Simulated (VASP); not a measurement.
# Fermi-Dirac smearing in Pt

Wanted: TS, pressure and Fermi level of Pt against the smearing width, on one dense mesh.

Calculated with VASP 6.6.1; PBEsol; plane waves and PAW (Pt), in the first sound run; inputs show where later runs differ.

## (1) The starting structure

It takes space group Fm-3m (No. 225, cubic). Conventional cell: a = 3.920 Å, b = 3.920 Å, c = 3.920 Å, α = 90.00°, β = 90.00°, γ = 90.00°. Pt has 12 Pt at 2.77 Å nearest.

As a file:

```cif
data_structure
_symmetry_space_group_name_H-M 'P 1'
_symmetry_Int_Tables_number 1
_cell_length_a 2.7719
_cell_length_b 2.7719
_cell_length_c 2.7719
_cell_angle_alpha 60.000
_cell_angle_beta 60.000
_cell_angle_gamma 60.000
_cell_volume 15.06
loop_
_atom_site_label
_atom_site_type_symbol
_atom_site_fract_x
_atom_site_fract_y
_atom_site_fract_z
_atom_site_occupancy
Pt1 Pt 0.00000 0.00000 0.00000 1
```

## (2) Relax the crystal, PBEsol

The cell is relaxed and then held.

Level: PBEsol; plane waves and PAW (Pt).

File INCAR:

```
SYSTEM = Pt
PREC = Accurate
ENCUT = 450
EDIFF = 1E-07
NELM = 120
ISMEAR = 1
SIGMA = 0.15
LREAL = .FALSE.
ALGO = Normal
GGA = PS
NBANDS = 11
LASPH = .TRUE.
LORBIT = 11
LWAVE = .FALSE.
LCHARG = .FALSE.
KPAR = 8
IBRION = 2
NSW = 40
ISIF = 3
EDIFFG = -0.005
POTIM = 0.4
```

File POSCAR:

```
Pt
1.0
    0.0000000000      1.9600000000      1.9600000000
    1.9600000000      0.0000000000      1.9600000000
    1.9600000000      1.9600000000      0.0000000000
Pt
1
Direct
    0.0000000000      0.0000000000      0.0000000000
```

File KPOINTS:

```
Automatic mesh
0
Gamma
19 19 19
0 0 0
```

Potentials, in the order of the species: Pt (PBE family, release 64).

Command:

```sh
$ mpirun -np 8 vasp_std
```

The log of the run:

```text
[banner, memory and clock lines left out]
running    8 mpi-ranks, on    1 nodes
[...]
|                                                                             |
|           W    W    AA    RRRRR   N    N  II  N    N   GGGG   !!!           |
|           W    W   A  A   R    R  NN   N  II  NN   N  G    G  !!!           |
|           W    W  A    A  R    R  N N  N  II  N N  N  G       !!!           |
|           W WW W  AAAAAA  RRRRR   N  N N  II  N  N N  G  GGG   !            |
|           WW  WW  A    A  R   R   N   NN  II  N   NN  G    G                |
|           W    W  A    A  R    R  N    N  II  N    N   GGGG   !!!           |
|                                                                             |
|     For optimal performance we recommend to set                             |
|       NCORE = 2 up to number-of-cores-per-socket                            |
|     NCORE specifies how many cores store one orbital (NPAR=cpu/NCORE).      |
|     This setting can greatly improve the performance of VASP for DFT.       |
[...]
DAV:   4    -0.696402870478E+01   -0.27579E-04   -0.76832E-05  5428   0.567E-02    0.722E-03
DAV:   5    -0.696402826482E+01    0.43996E-06   -0.10301E-06  5551   0.926E-03    0.196E-03
DAV:   6    -0.696402866399E+01   -0.39916E-06   -0.64061E-08  5598   0.152E-03    0.292E-04
DAV:   7    -0.696402865153E+01    0.12461E-07   -0.16081E-09  2666   0.288E-04
   2 F= -.69640287E+01 E0= -.69633134E+01  d E =0.396168E-03
 trial-energy change:    0.000396  1 .order    0.000410   -0.000708    0.001527
 step:   0.3246(harm=  0.3166)  dis= 0.00000  next Energy=    -6.964540 (dE=-0.115E-03)
[...]
N       E                     dE             d eps       ncg     rms          rms(c)
DAV:   1    -0.696772069934E+01   -0.36920E-02   -0.65938E-02  5041   0.241E+00    0.393E-01
DAV:   2    -0.696471878418E+01    0.30019E-02   -0.80960E-03  5008   0.685E-01    0.161E-01
DAV:   3    -0.696453603053E+01    0.18275E-03   -0.81414E-04  5553   0.206E-01    0.850E-02
DAV:   4    -0.696454135298E+01   -0.53225E-05   -0.31206E-05  5406   0.362E-02    0.288E-03
DAV:   5    -0.696454136844E+01   -0.15460E-07   -0.40547E-07  5766   0.503E-03
   3 F= -.69645414E+01 E0= -.69638075E+01  d E =-.116549E-03
[...]
reached required accuracy - stopping structural energy minimisation
```

Run time: 10 s. Hardware: 8 MPI ranks of Intel Xeon Platinum 8259CL at 2.50GHz (Skylake/Cascade Lake), shared host; peak memory 1.2 GiB; 77 s of CPU time.

The logs omit lines about the potential files and the build; timing stands in the text.

OUTCAR, selected parts (step 2):

```text
  Total        0.0025394      0.0025394      0.0025394     -0.0000000     -0.0000000     -0.0000000
  in kB        0.2709681      0.2709681      0.2709681     -0.0000000     -0.0000000     -0.0000000
  external PRESSURE =       0.2709681 kB  Pullay stress =       0.0000000 kB

 POSITION                                       TOTAL-FORCE (eV/Angst)
 -----------------------------------------------------------------------------------
      0.00000      0.00000      0.00000        -0.000000      0.000000      0.000000
 -----------------------------------------------------------------------------------
    total drift:                               -0.000000     -0.000000      0.000000

  FREE ENERGIE OF THE ION-ELECTRON SYSTEM (eV)
  ---------------------------------------------------
  free  energy   TOTEN  =        -6.9645413684 eV

  energy  without entropy=       -6.9623398893  energy(sigma->0) =       -6.96380754

 reached required accuracy - stopping structural energy minimisation

[... 3 further parts left out ...]
[key lines of the parts left out:]
E-fermi :  11.1633
```

Read from the output:

```
energy(sigma→0) of the program : -6.9638 eV
stress, compression positive   : xx, yy, zz 0.03, 0.03, 0.03 GPa
volume                         : 15.015 Å³
ionic steps                    : 3
```

## (3) Tetrahedra, PBEsol

Tetrahedra give the density of states at the Fermi level without smearing.

Level: PBEsol; plane waves and PAW (Pt).

File INCAR:

```
SYSTEM = Pt
PREC = Accurate
ENCUT = 450
EDIFF = 1E-08
NELM = 100
ISMEAR = -5
SIGMA = 0.15
LREAL = .FALSE.
ALGO = Normal
GGA = PS
NBANDS = 13
LASPH = .TRUE.
LORBIT = 11
LWAVE = .FALSE.
LCHARG = .FALSE.
KPAR = 2
ISIF = 2
NEDOS = 3001
```

File POSCAR:

```
Pt
1.0
    0.0000000000      1.9580803319      1.9580803319
    1.9580803319      0.0000000000      1.9580803319
    1.9580803319      1.9580803319      0.0000000000
Pt
1
Direct
    0.0000000000      0.0000000000      0.0000000000
```

File KPOINTS:

```
Automatic mesh
0
Gamma
34 34 34
0 0 0
```

Command:

```sh
$ mpirun -np 2 vasp_std
```

The log of the run:

```text
[banner, memory and clock lines left out]
running    2 mpi-ranks, on    1 nodes
[...]
[... a notice as in an earlier step ...]

 LDA part: xc-table for (Slater+PW92), standard interpolation
 POSCAR, INCAR and KPOINTS ok, starting setup
[...]
entering main loop
       N       E                     dE             d eps       ncg     rms          rms(c)
DAV:   1     0.365856553572E+02    0.36586E+02   -0.47292E+03 27979   0.630E+02
DAV:   2    -0.680700321173E+01   -0.43393E+02   -0.41845E+02 34879   0.155E+02
DAV:   3    -0.741479482525E+01   -0.60779E+00   -0.60599E+00 34624   0.168E+01
DAV:   4    -0.741713260741E+01   -0.23378E-02   -0.23371E-02 33972   0.124E+00
[...]
DAV:  12    -0.696339963613E+01   -0.80101E-07   -0.34575E-09 26542   0.370E-04    0.264E-04
DAV:  13    -0.696339965784E+01   -0.21719E-07   -0.26006E-10 20532   0.868E-05    0.436E-05
DAV:  14    -0.696339965902E+01   -0.11707E-08   -0.14099E-11 17812   0.242E-05
   1 F= -.69633997E+01 E0= -.69633997E+01  d E =0.000000E+00
|                                                                             |
|           W    W    AA    RRRRR   N    N  II  N    N   GGGG   !!!           |
|           W    W   A  A   R    R  NN   N  II  NN   N  G    G  !!!           |
|           W    W  A    A  R    R  N N  N  II  N N  N  G       !!!           |
|           W WW W  AAAAAA  RRRRR   N  N N  II  N  N N  G  GGG   !            |
|           WW  WW  A    A  R   R   N   NN  II  N   NN  G    G                |
|           W    W  A    A  R    R  N    N  II  N    N   GGGG   !!!           |
|                                                                             |
|     Tetrahedron method does not include variations of the Fermi             |
|     occupations, so forces and stress will be inaccurate. We suggest        |
|     using a different smearing scheme ISMEAR = 1 or 2 for metals in         |
|     relaxations.                                                            |
|                                                                             |
```

The job ended after 73 s (2 MPI ranks; peak memory 0.53 GiB).

OUTCAR, selected parts (step 3):

```text
  Total        0.0027142      0.0027142      0.0027142      0.0000000      0.0000000     -0.0000000
  in kB        0.2896212      0.2896212      0.2896212      0.0000000      0.0000000     -0.0000000
  external PRESSURE =       0.2896212 kB  Pullay stress =       0.0000000 kB

 POSITION                                       TOTAL-FORCE (eV/Angst)
 -----------------------------------------------------------------------------------
      0.00000      0.00000      0.00000         0.000000      0.000000      0.000000
 -----------------------------------------------------------------------------------
    total drift:                                0.000000      0.000000      0.000000

  FREE ENERGIE OF THE ION-ELECTRON SYSTEM (eV)
  ---------------------------------------------------
  free  energy   TOTEN  =        -6.9633996590 eV

  energy  without entropy=       -6.9633996590  energy(sigma->0) =       -6.96339966

[... 1 part as in an earlier step ...]

[... 2 further parts left out ...]
[key lines of the parts left out:]
E-fermi :  11.1734
```

This run gave:

- energy(sigma→0) of the program: -6.9634 eV

The run ends at a pressure of 0.03 GPa.

## (4) Electron temperature, PBEsol

One member in full: SIGMA = 0.15 eV.

Level: PBEsol; plane waves and PAW (Pt).

Edit INCAR of step 3 so:

```diff
@@ -5,3 +5,3 @@
 NELM = 100
-ISMEAR = -5
+ISMEAR = -1
 SIGMA = 0.15
@@ -17,2 +17 @@
 ISIF = 2
-NEDOS = 3001
```

POSCAR is that of step 3.

KPOINTS is that of step 3.

Command:

```sh
$ mpirun -np 2 vasp_std
```

The log of the run:

```text
[... set-up lines as in an earlier step ...]
 entering main loop
       N       E                     dE             d eps       ncg     rms          rms(c)
DAV:   1     0.365409400554E+02    0.36541E+02   -0.47292E+03 27979   0.630E+02
DAV:   2    -0.686538291296E+01   -0.43406E+02   -0.41593E+02 34879   0.155E+02
DAV:   3    -0.747316130800E+01   -0.60778E+00   -0.60526E+00 34624   0.168E+01
DAV:   4    -0.747549297803E+01   -0.23317E-02   -0.23316E-02 33972   0.124E+00
[...]
DAV:  12    -0.702487870431E+01   -0.27915E-07   -0.19557E-09 25618   0.240E-04    0.350E-04
DAV:  13    -0.702487871984E+01   -0.15535E-07   -0.27651E-10 20082   0.116E-04    0.312E-05
DAV:  14    -0.702487871984E+01    0.22737E-12   -0.10821E-11 18112   0.216E-05
   1 F= -.70248787E+01 E0= -.69705758E+01  d E =-.108606E+00
```

Run time: 72 s. Hardware: 2 MPI ranks; peak memory 0.5 GiB.

OUTCAR, selected parts (step 4):

```text
  LATTYP: Found a face centered cubic cell.
 ALAT       =     3.9161606638

 Subroutine GETGRP returns: Found 48 space group operations
 (whereof 48 operations were pure point group operations)

The static configuration has the point symmetry O_h .

 Found   1059 irreducible k-points:

   dimension x,y,z NGX =    20 NGY =   20 NGZ =   20
   dimension x,y,z NGXF=    40 NGYF=   40 NGZF=   40

   ENCUT  =  450.0 eV  33.07 Ry    5.75 a.u.   4.79  4.79  4.79*2*pi/ulx,y,z

   NELECT =      10.0000    total number of electrons

 E-fermi :  11.2061

 k-point     1 :       0.0000    0.0000    0.0000
  band No.  band energies     occupation
    ...
      2       7.3523      2.00000
      3       7.3523      2.00000
      4       7.3523      2.00000
      5       9.5447      1.99997
      6       9.5447      1.99997
      7      25.7945      0.00000
      8      30.7740      0.00000
      9      30.7740      0.00000
     10      30.7740      0.00000
     11      36.0879      0.00000
    ...

 k-point     2 :       0.0294    0.0000    0.0000
  band No.  band energies     occupation
    ...
      2       7.3359      2.00000
      3       7.3667      2.00000
      4       7.3667      2.00000
      5       9.5362      1.99997
      6       9.5362      1.99997
      7      25.8506      0.00000
      8      30.5657      0.00000
      9      30.8285      0.00000
     10      30.8285      0.00000
     11      36.3218      0.00000
    ...

  Total        0.0855895      0.0855895      0.0855895     -0.0000000      0.0000000     -0.0000000
  in kB        9.1329228      9.1329228      9.1329228     -0.0000000      0.0000000     -0.0000000
  external PRESSURE =       9.1329228 kB  Pullay stress =       0.0000000 kB

 POSITION                                       TOTAL-FORCE (eV/Angst)
 -----------------------------------------------------------------------------------
      0.00000      0.00000      0.00000        -0.000000      0.000000      0.000000
 -----------------------------------------------------------------------------------
    total drift:                                0.000000      0.000000      0.000000

  FREE ENERGIE OF THE ION-ELECTRON SYSTEM (eV)
  ---------------------------------------------------
  free  energy   TOTEN  =        -7.0248787198 eV

  energy  without entropy=       -6.9162727930  energy(sigma->0) =       -6.97057576

 total charge
# of ion       s       p       d       tot
------------------------------------------
    1        0.636   0.622   8.037   9.294

[... 2 parts as in an earlier step ...]

[... 7 further parts left out ...]
```

This run gave:

```
energy(sigma→0) of the program : -6.9706 eV
stress, compression positive   : xx, yy, zz 0.91, 0.91, 0.91 GPa
```

The run ends at a pressure of 0.91 GPa.

## (5) All members

The other members went through these steps as far as the tables show, on the same mesh; 6 runs are not shown. The session took 0.34 core hours (wall time by ranks) on a shared machine.

| width kT (eV) | temperature (K) | free energy less that of the narrowest width (meV/atom) | TS (meV/atom) | pressure (GPa) | shift of the Fermi level (eV) |
| --- | --- | --- | --- | --- | --- |
| 0.025 | 290 | 0.000 | 4.175 | 0.046 | 0.000 |
| 0.050 | 580 | -6.011 | 15.517 | 0.153 | 0.004 |
| 0.075 | 870 | -15.359 | 32.597 | 0.306 | 0.009 |
| 0.100 | 1160 | -27.612 | 54.322 | 0.490 | 0.015 |
| 0.150 | 1741 | -59.468 | 108.606 | 0.913 | 0.030 |
| 0.200 | 2321 | ? | ? | 1.382 | 0.050 |
| 0.300 | 3481 | -199.218 | 334.721 | 2.440 | 0.098 |

## (6) The Sommerfeld expansion

At low temperature TS = (π²/3) g (kT)², so TS, twice the difference of energy(sigma→0) and the free energy, over (π²/3)(kT)² is an effective density of states: 2.030, 1.887, 1.761, 1.651, 1.467, 1.130 states/eV/atom in the rows shown.

A least-squares parabola through the 6 rows shown, with σ the width in eV: g = 8.435 σ² − 5.988 σ + 2.169 (states/eV/atom), r.m.s. residual 0.0049 states/eV/atom.

For the withheld row, σ = 0.2, the fit gives 1.308 states/eV/atom.

## (7) Prediction against calculation

The calculation gives 1.325 states/eV/atom, so the prediction is 0.017 states/eV/atom too low, more than twice the residual of the fit.

The parabola in σ is an empirical guide, not the expansion itself. Tetrahedra give g = 2.070 states/eV/atom at the Fermi level, the limit that the series should reach at zero width.

## (8) Outcome

| Item | Value |
| --- | --- |
| density of states at the Fermi level, tetrahedra | 2.07 states/eV/atom |
| Sommerfeld coefficient from it | 4.88 mJ per mole of atoms and K² |
| pressure at the widest setting | 2.44 GPa |
| error of the predicted g | -0.017 states/eV/atom |

Against the tetrahedron value, the effective density of states stands at -2 % at 0.025 eV, -9 % at 0.05 eV, -20 % at 0.1 eV, -45 % at 0.3 eV. At the widest setting the states within reach are sparser than those at the Fermi level. Spin-orbit coupling is left out. The bare coefficient lacks the electron-phonon enhancement of measured heat capacities.

[Lines on the potential files, build, host, timing and source positions are cut from VASP's logs without a mark.]

[Logs are printed without paths, hosts, clocks, repeated set-up lines and the standing remarks that a program may print on its own settings, such as how far it seeks lower states.]

[Hosts, paths, dates, database ids (printed as entryN), source tags and the programs' standing remarks are cut or masked in the printed files.]
